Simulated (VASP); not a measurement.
All values below come from SCAN meta-GGA, VASP's PBE PAW potentials (set 64) (plane waves; VASP).

Input for VASP

**KPOINTS**
```
Automatic mesh
0
Gamma
13 13 8
0 0 0
```

### KPOINTS_OPT
```
k-points along high-symmetry lines
6
Line-mode
Reciprocal
  0.000000   0.000000   0.000000 ! GAMMA
  0.000000   0.500000   0.000000 ! M

  0.000000   0.500000   0.000000 ! M
 -0.333333   0.666667   0.000000 ! K

 -0.333333   0.666667   0.000000 ! K
  0.000000   0.000000   0.000000 ! GAMMA

  0.000000   0.000000   0.000000 ! GAMMA
  0.000000   0.000000   0.500000 ! A

  0.000000   0.000000   0.500000 ! A
  0.000000   0.500000   0.500000 ! L

  0.000000   0.500000   0.500000 ! L
 -0.333333   0.666667   0.500000 ! H

 -0.333333   0.666667   0.500000 ! H
  0.000000   0.000000   0.500000 ! A

  0.000000   0.500000   0.500000 ! L
  0.000000   0.500000   0.000000 ! M

 -0.333333   0.666667   0.500000 ! H
 -0.333333   0.666667   0.000000 ! K
```

### POSCAR
```
Er
1
    1.7686291537    -3.0633551251     0.0000000000
    1.7686291537     3.0633551251     0.0000000000
    0.0000000000     0.0000000000     5.4166580299
Er
2
Direct
  0.3333330000   0.6666670000   0.2500000000
  0.6666670000   0.3333330000   0.7500000000
```

**INCAR**
```
SYSTEM = Er
PREC = Accurate; ENCUT = 520; LREAL = .FALSE.
LASPH = .TRUE.
EDIFF = 1E-7; NELM = 100; ALGO = Normal
LMAXMIX = 6; LMIXTAU = .TRUE.
ISMEAR = -5
METAGGA = SCAN
ISIF = 2
LWAVE = .FALSE.; LCHARG = .FALSE.; LORBIT = 11
NEDOS = 601
```

POTCAR, in this order: Er_3 (PBE.64 set). Program: vasp_std.

Output of the run:

**OSZICAR**
```
       N       E                     dE             d eps       ncg     rms          rms(c)
DAV:   1    -0.386585379265E+02   -0.38659E+02   -0.87862E+03  4271   0.142E+03
DAV:   2    -0.100054425515E+03   -0.61396E+02   -0.60078E+02  4560   0.589E+02
DAV:   3    -0.102855237573E+03   -0.28008E+01   -0.26371E+01  4962   0.672E+01
DAV:   4    -0.102982288795E+03   -0.12705E+00   -0.12288E+00  4836   0.102E+01
DAV:   5    -0.102987637517E+03   -0.53487E-02   -0.53849E-02  4733   0.213E+00    0.291E+01
DAV:   6    -0.100936484524E+03    0.20512E+01   -0.94562E-01  4116   0.224E+01    0.156E+01
DAV:   7    -0.996208743736E+02    0.13156E+01   -0.47265E-01  5296   0.791E+00    0.624E-01
DAV:   8    -0.100693021631E+03   -0.10721E+01   -0.54084E-01  5060   0.754E+00    0.248E+00
DAV:   9    -0.100689939613E+03    0.30820E-02   -0.12999E-01  3929   0.528E+00    0.134E+00
DAV:  10    -0.100697114419E+03   -0.71748E-02   -0.45742E-03  4405   0.115E+00    0.867E-01
DAV:  11    -0.100695781815E+03    0.13326E-02   -0.19798E-02  3501   0.208E+00    0.653E-01
DAV:  12    -0.100699632125E+03   -0.38503E-02   -0.26812E-03  4330   0.837E-01    0.151E-01
DAV:  13    -0.100700806128E+03   -0.11740E-02   -0.14742E-02  4029   0.173E+00    0.314E-01
DAV:  14    -0.100700086442E+03    0.71969E-03   -0.40497E-04  4277   0.317E-01    0.274E-01
DAV:  15    -0.100700910756E+03   -0.82431E-03   -0.21424E-03  3300   0.598E-01    0.150E-01
DAV:  16    -0.100700060246E+03    0.85051E-03   -0.10385E-03  4099   0.401E-01    0.776E-02
DAV:  17    -0.100699915925E+03    0.14432E-03   -0.15032E-04  4350   0.175E-01    0.227E-02
DAV:  18    -0.100699940628E+03   -0.24703E-04   -0.18426E-05  3635   0.618E-02    0.205E-02
DAV:  19    -0.100699979484E+03   -0.38856E-04   -0.35628E-05  3380   0.815E-02    0.227E-02
DAV:  20    -0.100699923734E+03    0.55751E-04   -0.18934E-04  3375   0.180E-01    0.831E-03
DAV:  21    -0.100699912886E+03    0.10847E-04   -0.92965E-06  4343   0.478E-02    0.389E-03
DAV:  22    -0.100699909965E+03    0.29217E-05   -0.11266E-06  4351   0.167E-02    0.153E-03
DAV:  23    -0.100699906732E+03    0.32324E-05   -0.11921E-06  4167   0.150E-02    0.248E-04
DAV:  24    -0.100699905205E+03    0.15273E-05   -0.37101E-07  3420   0.864E-03    0.319E-04
DAV:  25    -0.100699905002E+03    0.20265E-06   -0.12341E-07  2132   0.517E-03    0.613E-04
DAV:  26    -0.100699905165E+03   -0.16316E-06   -0.20730E-08  1785   0.626E-03    0.484E-04
DAV:  27    -0.100699905570E+03   -0.40410E-06   -0.16923E-08  1755   0.263E-03    0.170E-04
DAV:  28    -0.100699905563E+03    0.61139E-08   -0.55110E-09  1755   0.299E-03
   1 F= -.10069991E+03 E0= -.10069991E+03  d E =0.000000E+00
       N       E                     dE             ncg
```

File OUTCAR:
```
------------------------ aborting loop because EDIFF is reached ----------------------------------------
  FORCE on cell =-STRESS in cart. coord.  units (eV):
  Direction    XX          YY          ZZ          XY          YZ          ZX
  --------------------------------------------------------------------------------------
  Total        0.0541631      0.0541631      0.1536701      0.0000000     -0.0000000     -0.0000000
  in kB        1.4784906      1.4784902      4.1947343      0.0000000     -0.0000000     -0.0000000
  external PRESSURE =       2.3839050 kB  Pullay stress =       0.0000000 kB
  volume of cell :       58.69
      direct lattice vectors                 reciprocal lattice vectors
     1.768629154 -3.063355125  0.000000000     0.282704828 -0.163219731  0.000000000
     1.768629154  3.063355125  0.000000000     0.282704828  0.163219731  0.000000000
     0.000000000  0.000000000  5.416658030     0.000000000  0.000000000  0.184615679
 POSITION                                       TOTAL-FORCE (eV/Angst)
 -----------------------------------------------------------------------------------
      1.76863      1.02112      1.35416         0.000000     -0.000000      0.000000
      1.76863     -1.02112      4.06249        -0.000000      0.000000      0.000000
 -----------------------------------------------------------------------------------
    total drift:                                0.000000      0.000085     -0.000012
  FREE ENERGIE OF THE ION-ELECTRON SYSTEM (eV)
  ---------------------------------------------------
  free  energy   TOTEN  =      -100.6999055635 eV

  energy  without entropy=     -100.6999055635  energy(sigma->0) =     -100.69990556

 total charge

# of ion       s       p       d       tot
------------------------------------------
    1        0.496   6.574   1.193   8.263
    2        0.496   6.574   1.193   8.263
--------------------------------------------------
tot          0.992  13.149   2.385  16.526
```
(Selected blocks of OUTCAR.)

### OUTCAR
```
 val. band max:        3.0603858314   @ k =   0.2308  -0.0000   0.1250

 cond. band min:       3.0736520032   @ k =   0.3846   0.0000   0.1250


 Fermi energy:         3.0594053626

 k-point     1 :       0.0000    0.0000    0.0000
  band No.  band energies     occupation
      1     -22.3395      2.00000
      2     -21.7158      2.00000
      3     -21.7158      2.00000
      4     -21.5841      2.00000
      5     -21.5841      2.00000
      6     -21.5060      2.00000
      7      -2.8566      2.00000
      8       0.6629      2.00000
      9       4.4063      0.00000
     10       5.1516      0.00000
     11       5.1516      0.00000
     12       5.8089      0.00000
     13       6.0055      0.00000

 k-point     2 :       0.0769    0.0000    0.0000
  band No.  band energies     occupation
      1     -22.3254      2.00000
      2     -21.7424      2.00000
      3     -21.7255      2.00000
      4     -21.6127      2.00000
      5     -21.5869      2.00000
      6     -21.5134      2.00000
      7      -2.7031      2.00000
      8       0.8096      2.00000
      9       4.2330      0.00000
     10       4.7727      0.00000
     11       5.2958      0.00000
     12       5.8150      0.00000
     13       6.1062      0.00000

 k-point     3 :       0.1538   -0.0000    0.0000
  band No.  band energies     occupation
      1     -22.2845      2.00000
      2     -21.8164      2.00000
      3     -21.7512      2.00000
      4     -21.6900      2.00000
      5     -21.5955      2.00000
      6     -21.5355      2.00000
      7      -2.2602      2.00000
      8       1.2114      2.00000
      9       3.7857      0.00000
     10       4.1396      0.00000
     11       5.3819      0.00000
     12       5.7236      0.00000
     13       5.8510      0.00000

 k-point     4 :       0.2308   -0.0000    0.0000
  band No.  band energies     occupation
      1     -22.2215      2.00000
      2     -21.9215      2.00000
      3     -21.7942      2.00000
...
```

The 4f electrons are frozen in the core of the lanthanide potential, so 4f levels, which can set the real gap, and their magnetism are missing. For a metal the tetrahedron method with Blöchl corrections gives inexact stress and forces.

The compound is Er in the hcp structure. It was relaxed first.
